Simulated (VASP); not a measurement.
Level of theory: MS2 meta-GGA, VASP's PBE PAW potentials (set 64) (plane waves; VASP).

A VASP calculation is set up with these files.

INCAR:
```
ALGO = Normal
EDIFF = 1E-7
EDIFFG = -0.01
ENCUT = 520
IBRION = 2
ISIF = 4
ISMEAR = 1
LASPH = .True.
LCHARG = .False.
LMAXMIX = 4
LMIXTAU = .True.
LREAL = .False.
LWAVE = .False.
METAGGA = MS2
NELM = 100
NSW = 30
PREC = Accurate
SIGMA = 0.1
SYSTEM = TiAl
```

**KPOINTS**
```
Automatic mesh
0
Gamma
13 13 9
0 0 0
```

**POSCAR**
```
TiAl
1
    2.7548145959     0.0000000000     0.0000000000
    0.0000000000     2.7548145959     0.0000000000
    0.0000000000     0.0000000000     3.9669276442
Ti Al
1 1
Direct
  0.0000000000   0.0000000000   0.0000000000
  0.5000000000   0.5000000000   0.5000000000
```

POTCAR, in this order: Ti_sv Al (PBE.64 set). Program: vasp_std.

Task: Predict the energy per atom (σ→0), pressure, band gap (on the k-mesh).

Result: 
The energy per atom (σ→0) is -10.511 eV/atom and the band gap (on the k-mesh) is none (metal, semimetal or under 0.01 eV). The pressure comes out as 8.38 GPa.

OSZICAR:
```
...
DAV:  24    -0.210218951529E+02    0.16817E-05   -0.59933E-07  3492   0.121E-02    0.800E-03
DAV:  25    -0.210218908882E+02    0.42647E-05   -0.10258E-06  3101   0.154E-02    0.228E-03
DAV:  26    -0.210218907522E+02    0.13606E-06   -0.45247E-07  2966   0.729E-03    0.268E-03
DAV:  27    -0.210218919078E+02   -0.11556E-05   -0.23515E-07  2865   0.601E-03    0.724E-04
DAV:  28    -0.210218920607E+02   -0.15292E-06   -0.19097E-08  1558   0.170E-03    0.499E-04
DAV:  29    -0.210218923035E+02   -0.24278E-06   -0.82173E-09  1558   0.117E-03    0.132E-04
DAV:  30    -0.210218923854E+02   -0.81885E-07   -0.24390E-09  1552   0.690E-04
   1 F= -.21021892E+02 E0= -.21021872E+02  d E =-.210219E+02
```

The compound is TiAl in the L1_0 structure. This cell is one point of a volume scan, at 0.94 of the reference volume. The electron count is odd and the run is not spin-polarised, which forces a metal.
